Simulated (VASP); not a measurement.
OSZICAR of a VASP run on Be (hcp):

**OSZICAR**
```
       N       E                     dE             d eps       ncg     rms          rms(c)
DAV:   1    -0.398146536131E+01   -0.39815E+01   -0.15303E+03 28338   0.440E+02
DAV:   2    -0.755523673972E+01   -0.35738E+01   -0.34058E+01 42798   0.506E+01
DAV:   3    -0.757653960222E+01   -0.21303E-01   -0.21127E-01 34302   0.365E+00
DAV:   4    -0.757656482198E+01   -0.25220E-04   -0.25219E-04 41376   0.115E-01
DAV:   5    -0.757656485022E+01   -0.28243E-07   -0.28435E-07 34248   0.167E-03    0.119E+00
DAV:   6    -0.753455099850E+01    0.42014E-01   -0.54864E-03 31590   0.103E+00    0.727E-01
DAV:   7    -0.751718021898E+01    0.17371E-01   -0.64044E-03 32184   0.108E+00    0.262E-02
DAV:   8    -0.751716219139E+01    0.18028E-04   -0.13934E-05 40008   0.426E-02    0.871E-03
DAV:   9    -0.751716116068E+01    0.10307E-05   -0.25401E-06 34338   0.200E-02    0.910E-04
DAV:  10    -0.751716105921E+01    0.10148E-06   -0.40371E-09 21168   0.669E-04
   1 F= -.75171611E+01 E0= -.75171436E+01  d E =-.524359E-04
```

### Question
Which electronic solver shows in the log?

### Answer
It is blocked Davidson (ALGO = Normal, or the opening steps of other solvers). The INCAR had ALGO = Normal.

### Question
Can the final energy be trusted as converged?

### Answer
The run converged. It stopped with EDIFF = 1E-6, NELM = 100 (PBE GGA, plane waves, VASP's PBE PAW potentials (set 64)).

The compound is Be in the hcp structure. The cell was not relaxed at this level, atoms are displaced from their ideal sites. The run is one of a series of settings (ISYM = -1 against the base run), some of them coarse on purpose.
